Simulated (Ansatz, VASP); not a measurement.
# Ti3Si13O32 (amorphous 81SiO2-19TiO2 (mol %)): VASP beside Ansatz, part 2 of 2

Aim: how closely do two programs agree when they are given the same cell, functional and k mesh? Of the first pair: The cell is taken from a series of runs on this material, whose earlier steps may have relaxed, scaled, displaced or heated it; both programs get it as it stands.

VASP 6.6.1 and Ansatz 0.2.0.

So far. Step 3 (VASP: single point, PBE, pair 1): The run ends at a pressure of 7.86 GPa, with forces up to 3.7 eV/Å.

## 5. Ansatz: relaxation, PBE

Level of this step: Ansatz beside VASP: Kohn-Sham DFT, plane waves, PBE (Ansatz).

The two programs are compared at the cell with which this relaxation starts, whose forces are those of its first step. The cell compared in this pair holds 1475.71 Å³, against 1403.27 Å³ for the pair before.

The structure compared here is the start of the Ansatz relaxation; VASP solves that cell, so the two are compared at the walk's first step.

input.yaml

```yaml
crystal:
  lattice:
    - [11.28891, -0.13358, 0.11493]
    - [-0.13224, 11.64605, 0.44216]
    - [0.11378, 0.44216, 11.24417]
  atoms:
    - { symbol: Si, position: [0.28106, 0.61464, 0.77556] }
    - { symbol: Si, position: [0.94249, 0.45043, 0.68493] }
    - { symbol: Si, position: [0.67512, 0.85553, 0.25024] }
    - { symbol: Si, position: [0.74872, 0.24371, 0.70223] }
    - { symbol: Si, position: [0.06271, 0.51078, 0.91948] }
    - { symbol: Si, position: [0.43428, 0.76742, 0.60996] }
    - { symbol: Si, position: [0.75507, 0.40195, 0.17843] }
    - { symbol: Si, position: [0.15126, 0.29562, 0.07812] }
    - { symbol: Si, position: [0.54587, 0.52281, 0.57757] }
    - { symbol: Si, position: [0.99488, 0.37739, 0.28452] }
    - { symbol: Si, position: [0.35603, 0.04935, 0.78039] }
    - { symbol: Si, position: [0.24753, 0.90532, 0.24755] }
    - { symbol: Si, position: [0.79133, 0.62417, 0.54864] }
    - { symbol: Si, position: [0.93273, 0.58841, 0.15648] }
    - { symbol: Si, position: [0.67873, 0.25662, 0.97225] }
    - { symbol: Si, position: [0.66972, 0.77857, 0.70928] }
    - { symbol: Si, position: [0.13052, 0.75983, 0.45301] }
    - { symbol: Si, position: [0.88613, 0.7492, 0.33208] }
    - { symbol: Si, position: [0.18627, 0.49991, 0.56699] }
    - { symbol: Si, position: [0.51414, 0.15541, 0.57689] }
    - { symbol: Si, position: [0.32805, 0.30628, 0.4424] }
    - { symbol: Si, position: [0.08486, 0.19367, 0.42533] }
    - { symbol: Si, position: [0.50991, 0.43793, 0.3161] }
    - { symbol: Si, position: [0.45937, 0.95728, 0.40142] }
    - { symbol: Si, position: [0.80229, 0.02118, 0.06615] }
    - { symbol: Si, position: [0.03857, 0.07955, 0.18528] }
    - { symbol: Ti, position: [0.54002, 0.54722, 0.85042] }
    - { symbol: Ti, position: [0.85619, 0.98082, 0.79276] }
    - { symbol: Ti, position: [0.40151, 0.18238, 0.00989] }
    - { symbol: Ti, position: [0.11215, 0.98173, 0.62863] }
[... 60 atom lines left out ...]
    - { symbol: O, position: [0.13257, 0.97751, 0.20633] }
    - { symbol: O, position: [0.74957, 0.74724, 0.59415] }
    - { symbol: O, position: [0.44788, 0.03897, 0.06358] }
    - { symbol: O, position: [0.69616, 0.28386, 0.82888] }
    - { symbol: O, position: [0.38915, 0.59048, 0.86668] }
    - { symbol: O, position: [0.02045, 0.31953, 0.41822] }
kpoints:
  mp_grid: { grid: [1, 1, 1] }
hamiltonian:
  xc: pbe
scf:
  occupations: { method: fermi_dirac, width: 0.025 }
output:
  forces: true
  eigenvalues: true
  stress: true
relax:
  f_tol: 0.05
  max_steps: 70
```

On the command line:

```console
$ ansatz run input.yaml --threads 4 --pin off --max-ram 8192MiB --backend cpu --events-out ev --progress --plain --runs-dir out
```

Numbers of over 12 decimals in the logs are rounded to 6 here.

Output:

```text
Warning: output.stress: scf.convergence.dr2_threshold = 1e-7 eV (the SCF's general default) is looser than the 9.6e-9 eV advised for a printed stress (1e-10 eV for each atom of the cell: 96). What an SCF threshold leaves in a stress goes as its square root, and in the free energy as the threshold itself, and one threshold admits the most on a small cell: [figures from the program's tests cut] Every solve of this run  [...]
[...]
Crystal: 96 atoms, lattice volume = 1475.713 Å³
[...]
- { symbol: O, position: [0.513818, 0.070149, 0.464513] }
    - { symbol: O, position: [0.347571, 0.985324, 0.310449] }
    - { symbol: O, position: [0.272884, 0.518036, 0.679932] }
    - { symbol: O, position: [0.926403, 0.720845, 0.195415] }
    - { symbol: O, position: [0.900954, 0.575632, 0.626667] }
    - { symbol: O, position: [0.156570, 0.606623, 0.854189] }
    - { symbol: O, position: [0.481725, 0.648888, 0.560707] }
[...]
- { symbol: O, position: [0.450111, 0.038590, 0.063212] }
    - { symbol: O, position: [0.697089, 0.284348, 0.827963] }
    - { symbol: O, position: [0.390359, 0.591360, 0.867253] }
    - { symbol: O, position: [0.018888, 0.319860, 0.420060] }
```

## 6. VASP: single point, PBE, start cell, pair 2

The same cell, functional, mesh and smearing now go to VASP, with its own data sets.

INCAR

```
SYSTEM = Ti3Si13O32
PREC = Accurate
ENCUT = 520
EDIFF = 1E-06
NELM = 120
ISMEAR = -1
SIGMA = 0.025
LREAL = Auto
ALGO = Normal
GGA = PE
NBANDS = 352
LASPH = .TRUE.
LORBIT = 11
LWAVE = .FALSE.
LCHARG = .FALSE.
ISIF = 2
GGA_COMPAT = .FALSE.
EFERMI = MIDGAP
NCORE = 2
```

POSCAR

```
Ti3Si13O32
1.0
   11.2889100000     -0.1335800000      0.1149300000
   -0.1322400000     11.6460500000      0.4421600000
    0.1137800000      0.4421600000     11.2441700000
Si Ti O
26 6 64
Direct
    0.2810578437      0.6146394765      0.7755600485
    0.9424942933      0.4504315104      0.6849341778
    0.6751194776      0.8555292884      0.2502388072
    0.7487195845      0.2437063198      0.7022299086
    0.0627100543      0.5107844555      0.9194759843
    0.4342830860      0.7674200904      0.6099574604
    0.7550731288      0.4019533039      0.1784295126
    0.1512638257      0.2956164410      0.0781209714
    0.5458737899      0.5228072481      0.5775702673
    0.9948819904      0.3773891534      0.2845200513
    0.3560337241      0.0493472727      0.7803921191
    0.2475308750      0.9053206902      0.2475464779
    0.7913267410      0.6241704281      0.5486371712
    0.9327300900      0.5884057817      0.1564839228
    0.6787291778      0.2566170701      0.9722485387
    0.6697241701      0.7785683593      0.7092810599
    0.1305207043      0.7598311554      0.4530109658
    0.8861342736      0.7492013439      0.3320822899
    0.1862709354      0.4999103562      0.5669917405
    0.5141428424      0.1554088948      0.5768939785
    0.3280534802      0.3062765192      0.4423958005
    0.0848634928      0.1936683182      0.4253327951
    0.5099115985      0.4379294308      0.3160981187
    0.4593727498      0.9572834788      0.4014197426
    0.8022894612      0.0211762659      0.0661524661
    0.0385722492      0.0795488692      0.1852776651
    0.5400169756      0.5472167224      0.8504210184
    0.8561856790      0.9808169140      0.7927593209
    0.4015083842      0.1823760088      0.0098909271
    0.1121542273      0.9817342676      0.6286303472
[... 60 atom lines left out ...]
    0.1325716878      0.9775139746      0.2063332337
    0.7495686123      0.7472419328      0.5941524885
    0.4478837204      0.0389673877      0.0635791618
    0.6961635918      0.2838641085      0.8288807946
    0.3891495686      0.5904810418      0.8666791718
    0.0204510307      0.3195341433      0.4182224518
```

KPOINTS

```
Automatic mesh
0
Gamma
1 1 1
0 0 0
```

The projector-augmented-wave data sets are Si, Ti_sv and O (PBE family, release 64).

On the command line:

```console
$ mpirun -np 8 vasp_gam
```

Output:

```text
[... set-up lines as in an earlier step ...]
 entering main loop
       N       E                     dE             d eps       ncg     rms          rms(c)
DAV:   1     0.665107445038E+04    0.66511E+04   -0.32076E+05   712   0.161E+03
DAV:   2    -0.156337224092E+02   -0.66667E+04   -0.62902E+04   848   0.432E+02
DAV:   3    -0.852604507369E+03   -0.83697E+03   -0.82956E+03   816   0.172E+02
DAV:   4    -0.900981638654E+03   -0.48377E+02   -0.48232E+02  1040   0.407E+01
[...]
DAV:  19    -0.770128375981E+03    0.16897E-05   -0.21609E-05   856   0.128E-02    0.711E-03
DAV:  20    -0.770128374663E+03    0.13178E-05   -0.26642E-06   600   0.596E-03    0.503E-03
DAV:  21    -0.770128374115E+03    0.54803E-06   -0.13741E-06   528   0.451E-03
   1 F= -.77012837E+03 E0= -.77012837E+03  d E =0.000000E+00
```

Parts of OUTCAR (step 6):

```text
  Total       28.3624172      9.6695047     10.2008084      1.0469484     -0.1067890      0.4554749
  in kB       30.7929893     10.4981515     11.0749863      1.1366686     -0.1159405      0.4945077
  external PRESSURE =      17.4553757 kB  Pullay stress =       0.0000000 kB

 POSITION                                       TOTAL-FORCE (eV/Angst)
 -----------------------------------------------------------------------------------
      3.17980      7.46350      9.02460        -0.055028      0.092250     -0.273408
     10.65810      5.42270      8.00900        -0.193734      0.054744      0.181839
[...]
3.06960      6.29280      7.90030         0.138994      0.044445      0.135186
     10.37330      8.34730      2.62630         0.036068      0.041663     -0.020880
     10.15130      6.85080      7.40490         0.234382     -0.025760      0.146870
      1.79070      7.42100      9.88500        -0.147589      0.086949      0.064163
      5.43090      7.73550      6.65440        -0.008796      0.034875     -0.026939
     10.23180      0.39210      1.93370        -0.203878     -0.084765      0.060577
      9.73420      3.88590      3.00250        -0.141591     -0.186268     -0.006756
     -0.06100      6.70320      0.58470         0.032556      0.014119     -0.016950
      0.87050      2.02700      0.90500        -0.070447     -0.053923     -0.031631
      2.92940      5.07810      5.61520         0.011673     -0.013274     -0.055926
      6.30860     10.60030      4.12560        -0.009008     -0.002892      0.007631
[...]
-----------------------------------------------------------------------------------
    total drift:                               -0.008939      0.029489     -0.014067

  FREE ENERGIE OF THE ION-ELECTRON SYSTEM (eV)
  ---------------------------------------------------
  free  energy   TOTEN  =      -770.1283741149 eV

  energy  without entropy=     -770.1283741149  energy(sigma->0) =     -770.12837411

[... 1 part as in an earlier step ...]

[... 2 further parts left out ...]
[key lines of the parts left out:]
E-fermi :   1.6985
```

The run ends at a pressure of 1.75 GPa, with forces up to 0.50 eV/Å.

## 7. Differences

Forces on 8 of the 96 atoms, those with the largest forces and the largest differences (eV/Å; atoms numbered as in POSCAR):

```csv
atom,"Ansatz x, y, z","VASP x, y, z"
Si9,"-0.452, -0.112, 0.063","-0.482, -0.142, 0.024"
Si14,"0.264, 0.193, 0.051","0.281, 0.241, -0.005"
Si15,"0.383, -0.009, -0.145","0.406, 0.006, -0.164"
Si17,"0.303, -0.068, 0.235","0.312, -0.102, 0.251"
Si22,"-0.378, -0.103, 0.046","-0.394, -0.120, 0.056"
Ti27,"0.281, -0.238, 0.025","0.297, -0.326, 0.036"
O52,"0.026, -0.024, 0.016","0.063, -0.077, 0.038"
O90,"-0.371, -0.113, -0.028","-0.382, -0.107, -0.028"
```

The forces differ by 19 meV/Å r.m.s., which is 14.6 % of the r.m.s. force of 0.131 eV/Å (both taken over all components).

## 8. Ansatz: relaxation, PBE

The two programs are compared at the cell with which this relaxation starts, whose forces are those of its first step. The cell compared in this pair holds 1445.90 Å³, against 1475.71 Å³ for the pair before.

The structure compared here is the start of the Ansatz relaxation; VASP solves that cell, so the two are compared at the walk's first step.

input.yaml, as its differences from that of step 5:

```diff
@@ -2,5 +2,5 @@
   lattice:
-    - [11.28891, -0.13358, 0.11493]
-    - [-0.13224, 11.64605, 0.44216]
-    - [0.11378, 0.44216, 11.24417]
+    - [11.28775, -0.13223, 0.11377]
+    - [-0.13223, 11.52841, 0.43769]
+    - [0.11377, 0.43769, 11.13058]
   atoms:
```

On the command line:

```console
$ ansatz run input.yaml --threads 4 --pin off --max-ram 8192MiB --backend cpu --events-out ev --progress --plain --runs-dir out
```

Output:

```text
[...]
Crystal: 96 atoms, lattice volume = 1445.901 Å³
Basis set: ecut = 420 eV, 28287 PW (Γ), exchange–correlation on 160×160×150 points (8 copies of the dense FFT grid, shifted against one another)
Bands: 376, of which v1, the nominal top of the filled ones, is band 280 counted from 1 (279 counted from 0)
Symmetry: 1 space group operations
[...]
k-points: 1
[...]
- { symbol: O, position: [0.511394, 0.072209, 0.460074] }
    - { symbol: O, position: [0.340622, 0.986782, 0.308860] }
    - { symbol: O, position: [0.277172, 0.517595, 0.678916] }
    - { symbol: O, position: [0.924038, 0.725812, 0.195385] }
    - { symbol: O, position: [0.905817, 0.574968, 0.623856] }
    - { symbol: O, position: [0.155322, 0.609070, 0.850318] }
    - { symbol: O, position: [0.484714, 0.648450, 0.559581] }
[...]
- { symbol: O, position: [0.453299, 0.041166, 0.064223] }
    - { symbol: O, position: [0.696437, 0.285364, 0.823799] }
    - { symbol: O, position: [0.388591, 0.587993, 0.871992] }
    - { symbol: O, position: [0.019924, 0.322376, 0.423508] }
```

## 9. VASP: single point, PBE, start cell, pair 3

The same cell, functional, mesh and smearing now go to VASP, with its own data sets.

INCAR is that of step 6.

POSCAR

```
Ti3Si13O32
1.0
   11.2877500000     -0.1322300000      0.1137700000
   -0.1322300000     11.5284100000      0.4376900000
    0.1137700000      0.4376900000     11.1305800000
Si Ti O
26 6 64
Direct
    0.2810603148      0.6146390471      0.7755572848
    0.9424939704      0.4504299128      0.6849260140
    0.6751174711      0.8555336398      0.2502415298
    0.7487171756      0.2437060182      0.7022321173
    0.0627079115      0.5107769689      0.9194762312
    0.4342832828      0.7674217235      0.6099591195
    0.7550707177      0.4019500114      0.1784332985
    0.1512615091      0.2956183653      0.0781182810
    0.5458679930      0.5228114171      0.5775680395
    0.9948779018      0.3773913950      0.2845163775
    0.3560266966      0.0493483857      0.7803901996
    0.2475290752      0.9053182554      0.2475513289
    0.7913282497      0.6241713528      0.5486396060
    0.9327281849      0.5884110460      0.1564825808
    0.6787287343      0.2566187324      0.9722459727
    0.6697220970      0.7785732156      0.7092830748
    0.1305161582      0.7598341490      0.4530113766
    0.8861275436      0.7492033705      0.3320821059
    0.1862724537      0.4999098704      0.5669877250
    0.5141429379      0.1554062944      0.5768869346
    0.3280519437      0.3062821437      0.4423957151
    0.0848635494      0.1936657726      0.4253308904
    0.5099107302      0.4379329343      0.3161028976
    0.4593662886      0.9572824169      0.4014206768
    0.8022922788      0.0211768348      0.0661469859
    0.0385674389      0.0795516301      0.1852817400
    0.5400196615      0.5472209279      0.8504182922
    0.8561938182      0.9808230939      0.7927614167
    0.4015141133      0.1823810037      0.0098910747
    0.1121476442      0.9817297435      0.6286328000
[... 60 atom lines left out ...]
    0.1325668811      0.9775086729      0.2063299572
    0.7495657213      0.7472375120      0.5941526427
    0.4478766650      0.0389727822      0.0635804311
    0.6961558118      0.2838603596      0.8288836262
    0.3891543479      0.5904820924      0.8666824013
    0.0204531884      0.3195283916      0.4182188762
```

KPOINTS is that of step 6.

On the command line:

```console
$ mpirun -np 8 vasp_gam
```

Output:

```text
[... set-up lines as in an earlier step ...]
 entering main loop
       N       E                     dE             d eps       ncg     rms          rms(c)
DAV:   1     0.664115704177E+04    0.66412E+04   -0.32268E+05   712   0.162E+03
DAV:   2    -0.263010860139E+02   -0.66675E+04   -0.63342E+04   840   0.434E+02
DAV:   3    -0.851569791614E+03   -0.82527E+03   -0.81729E+03   808   0.172E+02
DAV:   4    -0.901078247834E+03   -0.49508E+02   -0.49336E+02  1048   0.418E+01
[...]
DAV:  19    -0.769526601679E+03    0.13832E-05   -0.16420E-05   864   0.110E-02    0.703E-03
DAV:  20    -0.769526600222E+03    0.14574E-05   -0.18927E-06   520   0.613E-03    0.430E-03
DAV:  21    -0.769526599674E+03    0.54749E-06   -0.16310E-06   520   0.494E-03
   1 F= -.76952660E+03 E0= -.76952660E+03  d E =0.000000E+00
```

Parts of OUTCAR (step 9):

```text
  Total       45.6460446     45.1393168     46.0577679      0.1233752     -0.4757985      0.2040767
  in kB       50.5795807     50.0180845     51.0358040      0.1367099     -0.5272240      0.2261338
  external PRESSURE =      50.5444897 kB  Pullay stress =       0.0000000 kB

 POSITION                                       TOTAL-FORCE (eV/Angst)
 -----------------------------------------------------------------------------------
      3.17950      7.38810      8.93340        -0.119010      0.159809      0.093728
     10.65700      5.36790      7.92800        -0.070956     -0.158059      0.044687
[...]
3.06930      6.22920      7.82050         0.284905     -0.296246      0.071114
     10.37220      8.26300      2.59980         0.100276      0.437821     -0.299391
     10.15020      6.78160      7.33010         0.255205      0.297901      0.093246
      1.79060      7.34600      9.78510        -0.116906      0.288343      0.044322
      5.43030      7.65730      6.58710        -0.029897     -0.008608     -0.209638
     10.23080      0.38810      1.91420        -0.141035     -0.082151      0.225195
      9.73320      3.84660      2.97210        -0.046116     -0.388736      0.083432
     -0.06100      6.63550      0.57880         0.024578      0.137862     -0.040440
      0.87040      2.00650      0.89580        -0.116440     -0.113272     -0.416679
      2.92910      5.02680      5.55850         0.037689      0.078003     -0.208916
      6.30790     10.49320      4.08390        -0.023475     -0.022494      0.010326
[...]
-----------------------------------------------------------------------------------
    total drift:                                0.042571     -0.011606      0.007263

  FREE ENERGIE OF THE ION-ELECTRON SYSTEM (eV)
  ---------------------------------------------------
  free  energy   TOTEN  =      -769.5265996741 eV

  energy  without entropy=     -769.5265996741  energy(sigma->0) =     -769.52659967

[... 1 part as in an earlier step ...]

[... 2 further parts left out ...]
[key lines of the parts left out:]
E-fermi :   1.8655
```

The run ends at a pressure of 5.05 GPa, with forces up to 0.57 eV/Å.

## 10. Comparison

Forces on 10 of the 96 atoms, those with the largest forces and the largest differences (eV/Å; atoms numbered as in POSCAR):

```csv
atom,"Ansatz x, y, z","VASP x, y, z"
Si6,"-0.152, 0.037, 0.034","-0.209, 0.067, 0.014"
Si14,"0.048, 0.110, -0.090","0.063, 0.157, -0.149"
Ti27,"0.056, -0.337, 0.063","0.075, -0.414, 0.067"
O37,"0.102, 0.409, -0.295","0.100, 0.438, -0.299"
O47,"-0.086, -0.286, -0.440","-0.087, -0.302, -0.461"
O71,"0.081, 0.424, 0.281","0.075, 0.441, 0.290"
O81,"0.219, 0.271, 0.331","0.229, 0.284, 0.347"
O86,"-0.138, -0.425, 0.183","-0.154, -0.460, 0.194"
O88,"-0.409, 0.219, 0.006","-0.451, 0.225, 0.022"
O96,"-0.125, 0.239, 0.468","-0.127, 0.257, 0.495"
```

The forces differ by 20 meV/Å r.m.s., which is 10.9 % of the r.m.s. force of 0.180 eV/Å (both taken over all components).

## 11. Outcome

* r.m.s. force difference (single point, PBE, pair 1): 2.0 % of the r.m.s. force
* r.m.s. force difference (single point, PBE, start cell, pair 2): 19 meV/Å
* r.m.s. force difference (single point, PBE, start cell, pair 3): 20 meV/Å

**Reading.** The r.m.s. force difference is 20 meV/Å (single point, PBE, start cell, pair 3), beyond the 12 meV/Å picked in this series as the mark of a large difference. What causes the difference of the single point, PBE, start cell, pair 2 pair stays open here. What causes the difference of the single point, PBE, start cell, pair 3 pair stays open here. 4 further runs of this series are not shown here. How closely two codes agree says nothing of how well the functional describes the real material.

[Lines on the potential files, build, host, timing and source positions are cut from VASP's logs without a mark.]

[Logs are printed without paths, hosts, clocks, repeated set-up lines and the standing remarks that a program may print on its own settings, such as how far it seeks lower states.]

[Hosts, paths, dates, database ids (printed as entryN), source tags and the programs' standing remarks are cut or masked in the printed files.]
